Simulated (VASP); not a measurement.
Energy against volume of GaP (zinc blende). Computed with PBEsol GGA, VASP's PBE PAW potentials (set 64) (plane waves; VASP). Settings: 520 eV cut-off, 8×8×8 Γ-centred mesh, Gaussian smearing of 0.050 eV, potentials Ga_d P.

```
V (Å³/atom)  E (eV/atom)
-----------  -----------
18.887          -4.93899
19.490          -4.95543
20.092          -4.96055
20.695          -4.95608
```

Question: Fit these four points and predict the energy of the run at 21.298 Å³/atom.

Answer: A cubic in V^(−2/3), the third-order Birch-Murnaghan form, passes through the four points with V0 = 20.10 Å³/atom and B0 = 85 GPa, and gives -4.9435 eV/atom there. The run gave -4.9435 eV/atom, -0.0 meV/atom from the fit; all five points give B0 = 85 GPa.

The compound is GaP in the zinc blende structure. It was relaxed first.
